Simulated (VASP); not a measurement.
# La2O3: cell size against the level of theory, part 3 of 3

Which functional gives the lattice of La2O3 as experiment finds it, and is a dearer one worth its cost? The start is a computed cell from the Materials Project.

VASP 6.6.1, plane waves and PAW; the level of theory is named at each step.

So far. Step 4 (Relaxation with r2SCAN): It ends at 16.37 Å³/atom, +0.1 % from the start, with 0.00 GPa left. The conventional cell has a = 3.931 and c = 6.118 Å. Step 5 (Relaxation with PBE + D3(BJ)): It ends at 16.22 Å³/atom, -0.8 % from the start, with -0.03 GPa left. The conventional cell has a = 3.919 and c = 6.099 Å. Against plain PBE, the dispersion term moves a by -0.5 % and c by -1.3 %.

## (6) Relaxation with r2SCAN + rVV10

This step: r2SCAN with rVV10; plane waves and PAW (La, O) (VASP 6.6.1).

LUSE_VDW switches on a nonlocal correlation term for dispersion.

File INCAR:

```
SYSTEM = La2O3
PREC = Accurate
ENCUT = 560
EDIFF = 1E-06
NELM = 100
ISMEAR = -1
SIGMA = 0.05
LREAL = .FALSE.
ALGO = Normal
METAGGA = R2SCAN
LUSE_VDW = .TRUE.
IVDW_NL = 2
BPARAM = 11.95
CPARAM = 0.0093
LASPH = .TRUE.
NBANDS = 26
LORBIT = 11
LWAVE = .FALSE.
LCHARG = .FALSE.
KPAR = 4
IBRION = 2
NSW = 60
ISIF = 3
EDIFFG = -0.01
```

File POSCAR:

```
La2O3
1.0
    3.9307778780      0.0000000000      0.0000000000
   -1.9653889390      3.4041534990      0.0000000000
    0.0000000000      0.0000000000      6.1119535200
La O
2 3
Direct
    0.6666666700      0.3333333300      0.7537643200
    0.3333333300      0.6666666700      0.2462356800
    0.6666666700      0.3333333300      0.3541093500
    0.3333333300      0.6666666700      0.6458906500
    0.0000000000      0.0000000000      0.0000000000
```

File KPOINTS:

```
Automatic mesh
0
Gamma
7 7 4
0 0 0
```

The projector-augmented-wave data sets are La and O (PBE family, release 64).

Started as:

```bash
> mpirun -np 4 vasp_std
```

The log of the run:

```text
[banner, memory and clock lines left out]
running    4 mpi-ranks, on    1 nodes
[...]
|                                                                             |
|               ----> ADVICE to this user running VASP <----                  |
|                                                                             |
|     You have switched on vdW-DFT.                                           |
|     This routine was written and supplied by Jiri Klimes. We recommend      |
|     that you carefully read and cite the following publications:            |
|       J. Klimes, D.R. Bowler, A. Michelides                                 |
|          J. Phys.: Cond Matt. 22 022201 (2010)                              |
|       J. Klimes, D.R. Bowler, A. Michelides                                 |
|          Phys. Rev. B. 83, 195131 (2011)                                    |
|     and references therein.                                                 |
|                                                                             |

[...]
Total rVV10 correction in eV:      0.9022809    40.8204132
Total rVV10 correction in eV:      0.9022809    40.8204132
Total rVV10 correction in eV:      0.9022809    40.8204132
DAV:  17    -0.951573899240E+02    0.73239E-06   -0.43720E-06  1984   0.178E-02
Total rVV10 correction in eV:      0.9022784    40.8204142
Total rVV10 correction in eV:      0.9022784    40.8204142
Total rVV10 correction in eV:      0.9022784    40.8204142
Total rVV10 correction in eV:      0.9022784    40.8204142
Total rVV10 correction in eV:      0.9022837    40.8204147
Total rVV10 correction in eV:      0.9022837    40.8204147
Total rVV10 correction in eV:      0.9022837    40.8204147
Total rVV10 correction in eV:      0.9022837    40.8204147
   1 F= -.95157390E+02 E0= -.95157390E+02  d E =-.951574E+02
[... from here on, the cycles between the ionic steps are left out ...]
   2 F= -.95157605E+02 E0= -.95157605E+02  d E =-.214971E-03
   3 F= -.95159116E+02 E0= -.95159116E+02  d E =-.172632E-02
   4 F= -.95159477E+02 E0= -.95159477E+02  d E =-.360414E-03
   5 F= -.95159498E+02 E0= -.95159498E+02  d E =-.381700E-03
   6 F= -.95159613E+02 E0= -.95159613E+02  d E =-.114904E-03
   7 F= -.95159700E+02 E0= -.95159700E+02  d E =-.202140E-03
[...]
reached required accuracy - stopping structural energy minimisation
```

Wall time 17 min (4 MPI ranks of AMD EPYC 7R43, shared host); peak memory 1.5 GiB.

OUTCAR, selected parts (step 6):

```text
  Total       -0.0098506     -0.0098506      0.0035358      0.0000000      0.0000000      0.0000000
  in kB       -0.1946303     -0.1946303      0.0698620      0.0000000      0.0000000      0.0000000
  external PRESSURE =      -0.1064662 kB  Pullay stress =       0.0000000 kB

 POSITION                                       TOTAL-FORCE (eV/Angst)
 -----------------------------------------------------------------------------------
      1.96281      1.13323      4.58550        -0.000000      0.000000      0.006601
     -0.00000      2.26645      1.49048         0.000000      0.000000     -0.006601
      1.96281      1.13323      2.14797         0.000000     -0.000000     -0.009476
     -0.00000      2.26645      3.92801        -0.000000      0.000000      0.009476
      0.00000      0.00000     -0.00000        -0.000000      0.000000      0.000000
 -----------------------------------------------------------------------------------
    total drift:                                0.000000      0.000000     -0.000000

  FREE ENERGIE OF THE ION-ELECTRON SYSTEM (eV)
  ---------------------------------------------------
  free  energy   TOTEN  =       -95.1597000826 eV

  energy  without entropy=      -95.1597000826  energy(sigma->0) =      -95.15970008

[... 2 parts as in an earlier step ...]

[... 2 further parts left out ...]
[key lines of the parts left out:]
E-fermi :   6.9877
```

It ends at 16.22 Å³/atom, -0.8 % from the start, with -0.01 GPa left. The conventional cell has a = 3.926 and c = 6.076 Å. Against plain r2SCAN, the dispersion term moves a by -0.1 % and c by -0.7 %.

## (7) Relaxation with RPBE

This step: RPBE; plane waves and PAW (La, O) (VASP 6.6.1).

RPBE by itself binds more weakly than PBE and expands cells.

INCAR, as its differences from that of step 6:

```diff
@@ -9,9 +9,5 @@
 ALGO = Normal
-METAGGA = R2SCAN
-LUSE_VDW = .TRUE.
-IVDW_NL = 2
-BPARAM = 11.95
-CPARAM = 0.0093
+GGA = RP
+NBANDS = 26
 LASPH = .TRUE.
-NBANDS = 26
 LORBIT = 11
```

POSCAR is that of step 6.

KPOINTS is that of step 6.

Started as:

```bash
> mpirun -np 4 vasp_std
```

The log of the run:

```text
[banner, memory and clock lines left out]
running    4 mpi-ranks, on    1 nodes
[...]
[... a notice as in an earlier step ...]

 LDA part: xc-table for (Slater+PW92), standard interpolation
 POSCAR, INCAR and KPOINTS ok, starting setup
[...]
entering main loop
       N       E                     dE             d eps       ncg     rms          rms(c)
DAV:   1     0.492595658516E+03    0.49260E+03   -0.16363E+04  1480   0.248E+03
DAV:   2     0.931573960850E+02   -0.39944E+03   -0.38873E+03  2072   0.384E+02
DAV:   3    -0.281129449918E+02   -0.12127E+03   -0.11802E+03  2488   0.210E+02
DAV:   4    -0.442535671045E+02   -0.16141E+02   -0.16113E+02  2442   0.822E+01
[...]
DAV:  16    -0.398612501569E+02   -0.28747E-05   -0.23868E-05  2264   0.314E-02    0.813E-03
DAV:  17    -0.398612490246E+02    0.11322E-05   -0.14350E-05  2120   0.255E-02    0.179E-03
DAV:  18    -0.398612491069E+02   -0.82305E-07   -0.10947E-06  1432   0.120E-02
   1 F= -.39861249E+02 E0= -.39861249E+02  d E =-.398612E+02
[... from here on, the cycles between the ionic steps are left out ...]
   2 F= -.39871470E+02 E0= -.39871470E+02  d E =-.102210E-01
   3 F= -.39902670E+02 E0= -.39902670E+02  d E =-.414211E-01
   4 F= -.39908030E+02 E0= -.39908030E+02  d E =-.535935E-02
   5 F= -.39908928E+02 E0= -.39908928E+02  d E =-.625820E-02
   6 F= -.39910101E+02 E0= -.39910101E+02  d E =-.117243E-02
   7 F= -.39910500E+02 E0= -.39910500E+02  d E =-.157156E-02
   8 F= -.39910512E+02 E0= -.39910512E+02  d E =-.158322E-02
   9 F= -.39910612E+02 E0= -.39910612E+02  d E =-.100523E-03
  10 F= -.39910647E+02 E0= -.39910647E+02  d E =-.135359E-03
  11 F= -.39910659E+02 E0= -.39910659E+02  d E =-.120893E-04
  12 F= -.39910673E+02 E0= -.39910673E+02  d E =-.261665E-04
[...]
reached required accuracy - stopping structural energy minimisation
```

Wall time 4 min (4 MPI ranks); peak memory 0.89 GiB; 16 min of CPU time.

From OUTCAR (step 7):

```text
  Total       -0.0083750     -0.0083750      0.0041118      0.0000000      0.0000000      0.0000000
  in kB       -0.1573109     -0.1573109      0.0772346      0.0000000      0.0000000      0.0000000
  external PRESSURE =      -0.0791291 kB  Pullay stress =       0.0000000 kB

 POSITION                                       TOTAL-FORCE (eV/Angst)
 -----------------------------------------------------------------------------------
      1.98011      1.14322      4.71861         0.000000      0.000000     -0.007629
     -0.00000      2.28643      1.56149        -0.000000     -0.000000      0.007629
      1.98011      1.14322      2.22882         0.000000      0.000000     -0.001072
     -0.00000      2.28643      4.05128        -0.000000     -0.000000      0.001072
     -1.98011      3.42965      0.00000         0.000000     -0.000000      0.000000
 -----------------------------------------------------------------------------------
    total drift:                               -0.000000      0.000000     -0.000000

  FREE ENERGIE OF THE ION-ELECTRON SYSTEM (eV)
  ---------------------------------------------------
  free  energy   TOTEN  =       -39.9106731759 eV

  energy  without entropy=      -39.9106731758  energy(sigma->0) =      -39.91067318

[... 2 parts as in an earlier step ...]

[... 2 further parts left out ...]
[key lines of the parts left out:]
E-fermi :   6.8253
```

It ends at 17.06 Å³/atom, +4.3 % from the start, with -0.01 GPa left. The conventional cell has a = 3.960 and c = 6.280 Å.

## (8) Relaxation with r2SCAN + D4

This step: r2SCAN with D4; plane waves and PAW (La, O) (VASP 6.6.1).

D4 lets the coefficients depend on atomic charges too.

INCAR, as its differences from that of step 7:

```diff
@@ -9,5 +9,10 @@
 ALGO = Normal
-GGA = RP
+METAGGA = R2SCAN
+IVDW = 13
+VDW_S6 = 1
+VDW_S8 = 0.6018749
+VDW_A1 = 0.51559235
+VDW_A2 = 5.77342911
+LASPH = .TRUE.
 NBANDS = 26
-LASPH = .TRUE.
 LORBIT = 11
```

POSCAR is that of step 7.

KPOINTS is that of step 7.

Started as:

```bash
> mpirun -np 4 vasp_std
```

The log of the run:

```text
[... set-up lines as in an earlier step ...]
 entering main loop
       N       E                     dE             d eps       ncg     rms          rms(c)
[... 17 cycles as in an earlier step ...]
   1 F= -.96524612E+02 E0= -.96524612E+02  d E =-.965246E+02
[... from here on, the cycles between the ionic steps are left out ...]
   2 F= -.96524353E+02 E0= -.96524353E+02  d E =0.258763E-03
   3 F= -.96526014E+02 E0= -.96526014E+02  d E =-.140231E-02
   4 F= -.96526163E+02 E0= -.96526163E+02  d E =-.148378E-03
   5 F= -.96526174E+02 E0= -.96526174E+02  d E =-.159929E-03
   6 F= -.96526222E+02 E0= -.96526222E+02  d E =-.481470E-04
   7 F= -.96526252E+02 E0= -.96526252E+02  d E =-.779529E-04
[...]
reached required accuracy - stopping structural energy minimisation
```

Run time: 8.1 min. Hardware: 4 MPI ranks; peak memory 0.85 GiB; 32 min of CPU time.

From OUTCAR (step 8):

```text
  Edisp (eV):   -0.46688

  Total       0.04402     0.04402     0.03496     0.00000     0.00000     0.00000
  in kB       0.86900     0.86900     0.69014     0.00000     0.00000     0.00000
  external pressure =        0.81 kB  Pullay stress =        0.00 kB

 POSITION                                       TOTAL-FORCE (eV/Angst)
 -----------------------------------------------------------------------------------
      1.96160      1.13253      4.59261         0.000000      0.000000      0.004657
     -0.00000      2.26506      1.49551        -0.000000     -0.000000     -0.004657
      1.96160      1.13253      2.15259         0.000000      0.000000     -0.004205
     -0.00000      2.26506      3.93553        -0.000000     -0.000000      0.004205
      0.00000      0.00000      0.00000         0.000000     -0.000000      0.000000
 -----------------------------------------------------------------------------------
    total drift:                               -0.000000      0.000000     -0.000000

  FREE ENERGIE OF THE ION-ELECTRON SYSTEM (eV)
  ---------------------------------------------------
  free  energy   TOTEN  =       -96.5262522533 eV

  energy  without entropy=      -96.5262522533  energy(sigma->0) =      -96.52625225

[... 2 parts as in an earlier step ...]

[... 2 further parts left out ...]
[key lines of the parts left out:]
E-fermi :   6.9850
```

It ends at 16.23 Å³/atom, -0.8 % from the start, with 0.08 GPa left. The conventional cell has a = 3.923 and c = 6.088 Å. Against plain r2SCAN, the dispersion term moves a by -0.2 % and c by -0.5 %.

## (9) Relaxation with optB88-vdW

This step: optB88-vdW; plane waves and PAW (La, O) (VASP 6.6.1).

optB88-vdW pairs nonlocal correlation with a B88-type exchange refitted to the binding of molecular dimers.

INCAR, as its differences from that of step 8:

```diff
@@ -9,8 +9,7 @@
 ALGO = Normal
-METAGGA = R2SCAN
-IVDW = 13
-VDW_S6 = 1
-VDW_S8 = 0.6018749
-VDW_A1 = 0.51559235
-VDW_A2 = 5.77342911
+GGA = BO
+AGGAC = 0
+LUSE_VDW = .TRUE.
+PARAM1 = 0.1833333333
+PARAM2 = 0.22
 LASPH = .TRUE.
```

POSCAR is that of step 8.

KPOINTS is that of step 8.

Started as:

```bash
> mpirun -np 4 vasp_std
```

The log of the run:

```text
[banner, memory and clock lines left out]
running    4 mpi-ranks, on    1 nodes
[...]
[... a notice as in an earlier step ...]

 [... a notice as in an earlier step ...]

 LDA part: xc-table for (Slater+PW92), standard interpolation
 POSCAR, INCAR and KPOINTS ok, starting setup
[...]
entering main loop
       N       E                     dE             d eps       ncg     rms          rms(c)
DAV:   1     0.498156990544E+03    0.49816E+03   -0.16402E+04  1480   0.249E+03
DAV:   2     0.101414704928E+03   -0.39674E+03   -0.38589E+03  2048   0.381E+02
DAV:   3    -0.219642894001E+02   -0.12338E+03   -0.12015E+03  2480   0.211E+02
DAV:   4    -0.386015591354E+02   -0.16637E+02   -0.16606E+02  2472   0.842E+01
[...]
DAV:  15    -0.332306565509E+02    0.67164E-05   -0.63523E-05  2584   0.690E-02    0.539E-03
DAV:  16    -0.332306570755E+02   -0.52460E-06   -0.12703E-05  2664   0.270E-02    0.290E-03
DAV:  17    -0.332306567367E+02    0.33878E-06   -0.11961E-06  1744   0.129E-02
   1 F= -.33230657E+02 E0= -.33230657E+02  d E =-.332307E+02
[... from here on, the cycles between the ionic steps are left out ...]
   2 F= -.33230137E+02 E0= -.33230137E+02  d E =0.519380E-03
   3 F= -.33232321E+02 E0= -.33232321E+02  d E =-.166453E-02
   4 F= -.33232390E+02 E0= -.33232390E+02  d E =-.689093E-04
   5 F= -.33232408E+02 E0= -.33232408E+02  d E =-.865432E-04
[...]
reached required accuracy - stopping structural energy minimisation
```

The job ended after 5.7 min (4 MPI ranks; peak memory 1.8 GiB; 22 min of CPU time).

OUTCAR, selected parts (step 9):

```text
  Total        0.0086141      0.0086141      0.0092446      0.0000000      0.0000000      0.0000000
  in kB        0.1677506      0.1677506      0.1800306      0.0000000      0.0000000      0.0000000
  external PRESSURE =       0.1718439 kB  Pullay stress =       0.0000000 kB

 POSITION                                       TOTAL-FORCE (eV/Angst)
 -----------------------------------------------------------------------------------
      1.96830      1.13640      4.62417         0.000000      0.000000     -0.006583
     -0.00000      2.27280      1.50611        -0.000000     -0.000000      0.006583
      1.96830      1.13640      2.16932         0.000000      0.000000     -0.005996
     -0.00000      2.27280      3.96096        -0.000000      0.000000      0.005996
      0.00000     -0.00000      0.00000        -0.000000      0.000000      0.000000
 -----------------------------------------------------------------------------------
    total drift:                                0.000000      0.000000     -0.000000

  FREE ENERGIE OF THE ION-ELECTRON SYSTEM (eV)
  ---------------------------------------------------
  free  energy   TOTEN  =       -33.2324078090 eV

  energy  without entropy=      -33.2324078090  energy(sigma->0) =      -33.23240781

[... 2 parts as in an earlier step ...]

[... 2 further parts left out ...]
[key lines of the parts left out:]
E-fermi :   6.8473
```

It ends at 16.45 Å³/atom, +0.6 % from the start, with 0.02 GPa left. The conventional cell has a = 3.937 and c = 6.130 Å.

## (10) The cells as a table

This step: relaxed cells at several levels; plane waves and PAW (VASP 6.6.1).

This step runs nothing: it gathers the runs above.

Lengths are those of the conventional cell; cost is the wall time of each run, as given at its step, times its ranks, without the set-up around it. Results by level, by row:

```
         level  volume (Å³/atom)  change from the start (%)  a (Å)  c (Å)  cost (core minutes)
           LDA             15.55                         -5  3.884  5.949                 19.8
           PBE              16.6                        1.5  3.937  6.182                 15.8
        r2SCAN             16.37                        0.1  3.931  6.118                 30.3
  PBE + D3(BJ)             16.22                       -0.8  3.919  6.099                  7.2
r2SCAN + rVV10             16.22                       -0.8  3.926  6.076                 67.7
          RPBE             17.06                        4.3   3.96   6.28                   16
   r2SCAN + D4             16.23                       -0.8  3.923  6.088                 32.5
    optB88-vdW             16.45                        0.6  3.937   6.13                 22.7
```

## (11) Results

| Item | Value |
| --- | --- |
| volume, LDA | 15.55 Å³/atom |
| volume, PBE | 16.60 Å³/atom |
| volume, r2SCAN | 16.37 Å³/atom |
| volume, PBE + D3(BJ) | 16.22 Å³/atom |
| volume, r2SCAN + rVV10 | 16.22 Å³/atom |
| volume, RPBE | 17.06 Å³/atom |
| volume, r2SCAN + D4 | 16.23 Å³/atom |
| volume, optB88-vdW | 16.45 Å³/atom |

In words: For La2O3 the levels give volumes between 15.55 Å³/atom (LDA) and 17.06 Å³/atom (RPBE), a spread of 9.7 %, while the cost of the finished runs spans a factor of 9.4. Within 1 % of experiment on every length: PBE, r2SCAN, PBE + D3(BJ), r2SCAN + rVV10, r2SCAN + D4 and optB88-vdW. The nearest, optB88-vdW, took 3.1 times the core time of PBE + D3(BJ) and lowers the largest miss from 0.54 to 0.03 %. Thermal and zero-point expansion, often some tenths of a per cent in length, bear on this order: with the measured lengths lowered by an assumed 0.4 % the nearest becomes PBE + D3(BJ). The costs hold the number of ionic steps as well as the price of the functional. The closing table has room for seven levels; r2SCAN + D4 stands in the table of levels alone. Adding D3(BJ) to PBE changes the volume by -2.3 % (a by -0.5 % and c by -1.3 %). Adding rVV10 to r2SCAN changes the volume by -0.9 % (a by -0.1 % and c by -0.7 %). Adding D4 to r2SCAN changes the volume by -0.9 % (a by -0.2 % and c by -0.5 %). Within 0.02 Å all end in space group P-3m1; the runs can't lower the symmetry of the start. Each is a single relaxation on the plane waves of the start cell, so larger changes of volume carry a basis-set error that was not tested here.

Computed beside measured:

```
              quantity  measured             LDA             PBE          r2SCAN    PBE + D3(BJ)  r2SCAN + rVV10            RPBE      optB88-vdW
lattice constant a (Å)     3.937  3.884 (-1.3 %)  3.937 (+0.0 %)  3.931 (-0.2 %)  3.919 (-0.5 %)  3.926 (-0.3 %)  3.960 (+0.6 %)  3.937 (-0.0 %)
lattice constant c (Å)     6.132  5.949 (-3.0 %)  6.182 (+0.8 %)  6.118 (-0.2 %)  6.099 (-0.5 %)  6.076 (-0.9 %)  6.280 (+2.4 %)  6.130 (-0.0 %)
```

Measured values from pmc:6696329 (2019).

Verdict: For the lattice constant a, of the levels listed nearest comes PBE (+0.0 %, good agreement) and farthest LDA (-1.3 %, fair agreement). For the lattice constant c, of the levels listed nearest comes optB88-vdW (-0.0 %, good agreement) and farthest LDA (-3.0 %, a clear miss). The grades are ours: good and fair within 0.7 and 1.5 % for the lattice constant a and 0.8 and 2 % for the lattice constant c. Zero-point motion and thermal expansion are not in the computed lattice constants.

[Lines on the potential files, build, host, timing and source positions are cut from VASP's logs without a mark.]

[Logs are printed without paths, hosts, clocks, repeated set-up lines and the standing remarks that a program may print on its own settings, such as how far it seeks lower states.]

[Hosts, paths, dates, database ids (printed as entryN), source tags and the programs' standing remarks are cut or masked in the printed files.]

[A measured line is paired with the nearest computed mode of its activity, which favours agreement.]
